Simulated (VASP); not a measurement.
Data:

```yaml
crystal:
  lattice:
    - [1.82301, -3.15755, 0.00000]
    - [1.82301, 3.15755, 0.00000]
    - [0.00000, 0.00000, 5.60998]
  atoms:
    - { symbol: Ho, position: [0.33333, 0.66667, 0.25000] }
    - { symbol: Ho, position: [0.66667, 0.33333, 0.75000] }
```

Calculation: r2SCAN meta-GGA, VASP's PBE PAW potentials (set 64) (plane waves; VASP). Run with 480 eV cut-off, 12×12×6 Γ-centred mesh, first-order Methfessel-Paxton smearing of 0.10 eV, potentials Ho_3.

The 4f electrons are frozen in the core of the lanthanide potential, so 4f levels, which can set the real gap, and their magnetism are missing.

### Question
What does the run give for the energy per atom (σ→0), pressure, band gap (on the k-mesh) with the smallest direct gap where there is one?

### Answer

```json
{
  "band gap (on the k-mesh)": "none (metal, semimetal or under 0.01 eV)",
  "energy per atom (σ→0)": "-32.873 eV/atom",
  "pressure": "-1.15 GPa"
}
```

Only differences to runs with the same potentials and settings are physical.

The compound is Ho in the hcp structure. This cell was strained or had an atom moved on purpose.
